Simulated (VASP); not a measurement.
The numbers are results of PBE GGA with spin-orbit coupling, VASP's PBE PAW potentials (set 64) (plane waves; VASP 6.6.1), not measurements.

VASP input:

### KPOINTS
```
Automatic mesh
0
Gamma
8 8 8
0 0 0
```

POSCAR:
```
MoRu
1
    0.0000000000     3.0489300000     3.0489300000
    3.0489300000     0.0000000000     3.0489300000
    3.0489300000     3.0489300000     0.0000000000
Mo Ru
2 2
Direct
  0.7500000000   0.7500000000   0.7500000000
  0.5000000000   0.5000000000   0.5000000000
  0.0000000000   0.0000000000   0.0000000000
  0.2500000000   0.2500000000   0.2500000000
```

### INCAR
```
SYSTEM = MoRu
PREC = Accurate
ENCUT = 300
EDIFF = 1E-6
NELM = 100
ALGO = Normal
LREAL = .FALSE.
LASPH = .TRUE.
ISMEAR = 0
SIGMA = 0.1
GGA = PE
LMAXMIX = 4
LWAVE = .FALSE.
LCHARG = .FALSE.
ISIF = 2
LSORBIT = .TRUE.
LNONCOLLINEAR = .TRUE.
MAGMOM = 0.0 0.0 0.0 0.0 0.0 0.0 0.0 0.0 0.0 0.0 0.0 0.0
GGA_COMPAT = .FALSE.
LORBIT = 11
```

POTCAR, in this order: Mo_sv Ru_pv (PBE.64 set). Program: vasp_ncl.

At this cut-off the stress carries a Pulay error, which pulls relaxed volumes low.

### Question
Estimate the energy per atom (σ→0), pressure, band gap (on the k-mesh).

### Answer

```json
{
  "energy per atom (σ→0)": "-9.873 eV/atom",
  "band gap (on the k-mesh)": "none (metal, semimetal or under 0.01 eV)",
  "pressure": "16.43 GPa"
}
```

### OSZICAR
```
...
DAV:   8    -0.395135895844E+02    0.98018E+00   -0.31321E+00  4898   0.105E+01    0.158E+00
DAV:   9    -0.395121108661E+02    0.14787E-02   -0.10346E-01  4736   0.169E+00    0.949E-01
DAV:  10    -0.395103052118E+02    0.18057E-02   -0.47294E-03  4472   0.413E-01    0.173E-01
DAV:  11    -0.395100559435E+02    0.24927E-03   -0.14169E-03  4920   0.228E-01    0.668E-02
DAV:  12    -0.395100411997E+02    0.14744E-04   -0.96767E-05  4724   0.585E-02    0.298E-02
DAV:  13    -0.395100450774E+02   -0.38777E-05   -0.59483E-06  4384   0.159E-02    0.705E-03
DAV:  14    -0.395100446144E+02    0.46296E-06   -0.21571E-07  2538   0.326E-03
   1 F= -.39510045E+02 E0= -.39490571E+02  d E =-.389469E-01  mag=     0.0000     0.0000     0.0000
```

The structure was generated: MoRu was put into an ordered model structure, which need not be its known phase. The cell was not relaxed at this level. The run is one of a series of settings (GGA_COMPAT = .FALSE., LNONCOLLINEAR = .TRUE., LSORBIT = .TRUE., MAGMOM = 0.0 0.0 0.0 0.0 0.0 0.0 0.0 0.0 0.0 0.0 0.0 0.0, program vasp_ncl against the base run), some of them coarse on purpose.
